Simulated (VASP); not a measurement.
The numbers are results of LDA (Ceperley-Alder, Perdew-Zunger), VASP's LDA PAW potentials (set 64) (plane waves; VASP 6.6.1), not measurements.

VASP input:

### KPOINTS
```
Automatic mesh
0
Gamma
7 7 7
0 0 0
```

**INCAR**
```
# general
SYSTEM  = CdF2
PREC    = Accurate
ENCUT   = 520
LREAL   = .FALSE.   # projection in real space or not
LASPH   = .TRUE.   # aspherical one-centre terms

# electronic loop
EDIFF   = 1E-6   # SCF stop (eV)
NELM    = 100   # most electronic steps
ALGO    = Normal   # blocked Davidson
LMAXMIX = 4

# smearing
ISMEAR  = 0   # Gaussian
SIGMA   = 0.05   # width (eV)

# ions
IBRION  = 2
NSW     = 60
ISIF    = 3
EDIFFG  = -0.02   # ionic stop

# output
LWAVE   = .FALSE.
LCHARG  = .FALSE.
```

**POSCAR**
```
CdF2
1
    0.0000000000     2.6579661536     2.6579661536
    2.6579661536     0.0000000000     2.6579661536
    2.6579661536     2.6579661536     0.0000000000
Cd F
1 2
Direct
  0.0000000000   0.0000000000   0.0000000000
  0.2500000000   0.2500000000   0.2500000000
  0.7500000000   0.7500000000   0.7500000000
```

POTCAR, in this order: Cd F (LDA.64 set). Program: vasp_std.

Output

### OUTCAR
```
 ion  position               nearest neighbor table
   1  0.000  0.000  0.000-   3 2.30   3 2.30   3 2.30   2 2.30   2 2.30   2 2.30   3 2.30   2 2.30
  LATTYP: Found a face centered cubic cell.
 ALAT       =     5.3159323072
 Subroutine PRICEL returns:
 Original cell was already a primitive cell.
 Subroutine GETGRP returns: Found 48 space group operations
The static configuration has the point symmetry O_h .
The dynamic configuration has the point symmetry O_h .
 Subroutine INISYM returns: Found 48 space group operations
 Subroutine IBZKPT returns following result:
 Found     20 irreducible k-points:

 Following reciprocal coordinates:
            Coordinates               Weight
  0.000000  0.000000  0.000000      1.000000
  0.142857  0.000000  0.000000      8.000000
  0.285714  0.000000  0.000000      8.000000
  0.428571  0.000000  0.000000      8.000000
  0.142857  0.142857  0.000000      6.000000
  0.285714  0.142857  0.000000     24.000000
  0.428571  0.142857  0.000000     24.000000
 -0.428571  0.142857  0.000000     24.000000
 -0.285714  0.142857  0.000000     24.000000
 -0.142857  0.142857  0.000000     12.000000
  0.285714  0.285714  0.000000      6.000000
  0.428571  0.285714  0.000000     24.000000
 -0.428571  0.285714  0.000000     24.000000
 -0.285714  0.285714  0.000000     12.000000
  0.428571  0.428571  0.000000      6.000000
 -0.428571  0.428571  0.000000     12.000000
  0.428571  0.285714  0.142857     24.000000
 -0.428571  0.285714  0.142857     48.000000
 -0.428571  0.428571  0.142857     24.000000
 -0.285714  0.428571  0.142857     24.000000
   k-points           NKPTS =     20   k-points in BZ     NKDIM =     20   number of bands    NBANDS=     17
   number of dos      NEDOS =    301   number of ions     NIONS =      3
   total plane-waves  NPLWV =  21952
   dimension x,y,z NGX =    28 NGY =   28 NGZ =   28
   dimension x,y,z NGXF=    56 NGYF=   56 NGZF=   56
...
```

### OSZICAR
```
       N       E                     dE             d eps       ncg     rms          rms(c)
DAV:   1     0.203856397461E+03    0.20386E+03   -0.15958E+04   688   0.157E+03
DAV:   2    -0.609541977640E+01   -0.20995E+03   -0.20577E+03   774   0.391E+02
DAV:   3    -0.142200272546E+02   -0.81246E+01   -0.81110E+01   770   0.875E+01
DAV:   4    -0.142573785411E+02   -0.37351E-01   -0.37345E-01   764   0.585E+00
DAV:   5    -0.142575164277E+02   -0.13789E-03   -0.13789E-03   736   0.317E-01    0.109E+01
DAV:   6    -0.127627807555E+02    0.14947E+01   -0.45576E+00   910   0.408E+01    0.831E+00
DAV:   7    -0.127680317584E+02   -0.52510E-02   -0.64715E-01   685   0.877E+00    0.479E+00
DAV:   8    -0.127441520915E+02    0.23880E-01   -0.13619E-01   704   0.377E+00    0.674E-01
DAV:   9    -0.127363982331E+02    0.77539E-02   -0.31131E-02   880   0.239E+00    0.865E-02
DAV:  10    -0.127366448416E+02   -0.24661E-03   -0.25288E-03   684   0.572E-01    0.601E-02
DAV:  11    -0.127366610010E+02   -0.16159E-04   -0.80117E-05   715   0.165E-01    0.357E-02
DAV:  12    -0.127366572032E+02    0.37978E-05   -0.32718E-05   754   0.648E-02    0.879E-03
DAV:  13    -0.127366574542E+02   -0.25102E-06   -0.17298E-06   647   0.147E-02
   1 F= -.12736657E+02 E0= -.12736657E+02  d E =-.127367E+02
```

**OUTCAR**
```
------------------------ aborting loop because EDIFF is reached ----------------------------------------
  FORCE on cell =-STRESS in cart. coord.  units (eV):
  Direction    XX          YY          ZZ          XY          YZ          ZX
  --------------------------------------------------------------------------------------
  Total       -0.0173163     -0.0173163     -0.0173163     -0.0000000     -0.0000000      0.0000000
  in kB       -0.7387337     -0.7387337     -0.7387337     -0.0000000     -0.0000000      0.0000000
  external PRESSURE =      -0.7387337 kB  Pullay stress =       0.0000000 kB
  volume of cell :       37.56
      direct lattice vectors                 reciprocal lattice vectors
     0.000000000  2.657966154  2.657966154    -0.188113757  0.188113757  0.188113757
     2.657966154  0.000000000  2.657966154     0.188113757 -0.188113757  0.188113757
     2.657966154  2.657966154  0.000000000     0.188113757  0.188113757 -0.188113757
 POSITION                                       TOTAL-FORCE (eV/Angst)
 -----------------------------------------------------------------------------------
      0.00000      0.00000      0.00000         0.000000     -0.000000      0.000000
      1.32898      1.32898      1.32898        -0.000000     -0.000000     -0.000000
      3.98695      3.98695      3.98695         0.000000      0.000000      0.000000
 -----------------------------------------------------------------------------------
    total drift:                                0.000000      0.000000      0.000000
  FREE ENERGIE OF THE ION-ELECTRON SYSTEM (eV)
  ---------------------------------------------------
  free  energy   TOTEN  =       -12.7366574542 eV

  energy  without entropy=      -12.7366574542  energy(sigma->0) =      -12.73665745

 reached required accuracy - stopping structural energy minimisation
```
(Selected blocks of OUTCAR.)

The structure comes from a computed database's CdF2 entry (Fm-3m); how it stands against other phases isn't given here. It was relaxed first. The start is the result of an earlier pass.
